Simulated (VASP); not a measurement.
A run of VASP 6.6.1 is set up as follows.

Contents of INCAR:

```
ALGO = Normal
EDIFF = 1E-6
ENCUT = 520
GGA = PS
ISIF = 2
ISMEAR = -1
LASPH = T
LCHARG = F
LREAL = Auto
LWAVE = F
NBANDS = 39
NELM = 100
PREC = Accurate
SIGMA = 0.15
```

Contents of KPOINTS:

```
k-points
0
Gamma
  3 3 1
```

File POSCAR:

```
MgAl16
1.0
    5.7275650000      0.0000000000      0.0000000000
    2.8637820000      4.9602170000      0.0000000000
    0.0000000000      0.0000000000     18.0148060000
Al Mg
16 1
Direct
    0.0000000000      0.0000000000      0.0555098956
    0.5000000873      0.0000000000      0.0555098956
   -0.0000000504      0.5000001008      0.0555098956
    0.5000000369      0.5000001008      0.0555098956
    0.1667262452      0.1666836350      0.1851368813
    0.6671866563      0.1657413375      0.1847812849
    0.1650687865      0.6671331113      0.1845986018
    0.6679100825      0.6671260552      0.1846300759
   -0.1679336991      0.3369757815      0.3145711922
    0.3311845585      0.3371419033      0.3144871502
   -0.1669153272      0.8342689443      0.3139386014
    0.3350333145      0.8297977689      0.3128250729
    0.0109309754     -0.0018097999      0.4392216047
    0.4910609481     -0.0017970988      0.4388835495
   -0.0041549492      0.5088382222      0.4497248541
    0.5042220752      0.4920480294      0.4467275418
    0.7180805893      1.0611959114      0.5701753880
```

Potentials or basis: VASP PAW PBE potentials, release 64 (Al, Mg).

Launch:

```console
$ cat potpaw_PBE.64/Al/POTCAR potpaw_PBE.64/Mg/POTCAR > POTCAR
$ mpirun -np 1 vasp_std > vasp.out
```

Problem. Predict the largest force.

Solution. 0.075 eV/Å.

Problem. What does it give for the band gap on the k mesh?

Solution. None (metal or under the smearing width).

Forces on the atoms (eV/Å):
```
Al  -0.071  0.023 -0.006
Al   0.071  0.023 -0.006
Al   0.000  0.015 -0.003
Al   0.000 -0.059  0.013
Al   0.000  0.000 -0.002
Al   0.000  0.001 -0.006
Al   0.002 -0.002 -0.004
Al  -0.001 -0.001 -0.003
Al   0.000  0.005 -0.001
Al  -0.001  0.002  0.001
Al  -0.002  0.000 -0.005
Al   0.002 -0.005 -0.006
Al  -0.001  0.000  0.005
Al   0.002 -0.002  0.009
Al  -0.001  0.001  0.003
Al  -0.001 -0.004  0.006
Mg   0.002  0.004  0.005
```

Caveat: the k mesh is coarse (spacing up to 0.42 Å⁻¹), so the values aren't converged; the PAW data sets were made with another functional, which shifts forces and pressure a little.
